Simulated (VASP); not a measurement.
CaH20Cl2O10, 33 atoms in the cell. The cell holds a amorphous, 33 atoms: a = 7.807 Å, b = 7.807 Å, c = 7.807 Å, α = 90.00°, β = 90.00°, γ = 90.00°. The cell was built by a generator and needn't be a form met in nature.

```yaml
Program: VASP 6.6.1
Task: single point
Functional: r2SCAN
Dispersion: D3(BJ)
Potentials_or_basis: VASP PAW PBE potentials, release 64 (O, H, Ca_sv, Cl)
Cutoff: 520 eV
k_mesh: 1 × 1 × 1
Occupations: fermi-dirac, width 0.05 eV
Spin: no spin polarisation
Dipole_correction: no
Further_INCAR_settings: LREAL = Auto; ALGO = Normal; EDIFF = 1e-06; NBANDS = 74
```

Potentials or basis: VASP PAW PBE potentials, release 64 (O, H, Ca_sv, Cl).

Launch:

```bash
$ cat potpaw_PBE.64/O/POTCAR potpaw_PBE.64/H/POTCAR potpaw_PBE.64/Ca_sv/POTCAR potpaw_PBE.64/Cl/POTCAR > POTCAR
$ cp INCAR.step1 INCAR
$ mpirun -np 1 vasp_gam > vasp.out
$ cp INCAR.step2 INCAR
$ mpirun -np 1 vasp_gam > vasp.out
```

Hardware: 1 thread of Intel(R) Xeon(R) Platinum 8488C (Sapphire Rapids) (shared host).

Task: Estimate the wall time of this run.

Result: Run time: 3.8 min on 1 thread of Intel(R) Xeon(R) Platinum 8488C (Sapphire Rapids), with other jobs on the host, peak memory 0.56 GiB. Counts: scf iterations 13, k points 1.
